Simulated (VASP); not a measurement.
Consider the following.

```yaml
crystal:
  lattice:
    - [0.00000, 2.74043, 2.74043]
    - [2.74043, 0.00000, 2.74043]
    - [2.74043, 2.74043, 0.00000]
  atoms:
    - { symbol: Rh, position: [0.00000, 0.00000, 0.00000] }
    - { symbol: Al, position: [0.25000, 0.25000, 0.25000] }
```

The numbers are results of PBE GGA, VASP's PBE PAW potentials (set 64) (plane waves; VASP 6.6.1), not measurements. Numerical set-up: 400 eV cut-off, 13×13×13 Γ-centred mesh, tetrahedra with Blöchl corrections, potentials Rh_pv Al.

Task: What does the run give for the energy per atom (σ→0), band gap (on the k-mesh) with the smallest direct gap where there is one?

Result: 
```yaml
band gap (on the k-mesh): none (metal, semimetal or under 0.01 eV)
energy per atom (σ→0): -513.5 kJ/mol of atoms
```

Only differences to runs with the same potentials and settings are physical.

The structure was generated: RhAl was put into the zinc blende type (F-43m), which need not be its known phase. It was relaxed first, which changed the volume by -27 %.
